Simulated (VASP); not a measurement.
Data:

```
GaN
1.0
    0.00000     2.30614     2.30614
    2.30614     0.00000     2.30614
    2.30614     2.30614     0.00000
Ga N
1 1
Direct
  0.00000   0.00000   0.00000
  0.25000   0.25000   0.25000
```

The numbers are results of PBE GGA with D3 dispersion (zero damping), VASP's PBE PAW potentials (set 64) (plane waves; VASP), not measurements. Settings: 520 eV cut-off, 10×10×10 Γ-centred mesh, Gaussian smearing of 0.050 eV, potentials Ga_d N.

Q: Predict the energy per atom (σ→0), pressure, band gap (on the k-mesh) with the smallest direct gap where there is one.

A: 
```
Property                                     Result
-----------------------------------  --------------
band gap (on the k-mesh)                    1.28 eV
smallest direct gap (on the k-mesh)         1.28 eV
energy per atom (σ→0)                -6227 meV/atom
pressure                                  -9.10 GPa
```

Only differences to runs with the same potentials and settings are physical.

The compound is GaN in the zinc blende structure, a metastable form; wurtzite is the usual one. This cell is one point of a volume scan, at 1.06 of the reference volume.
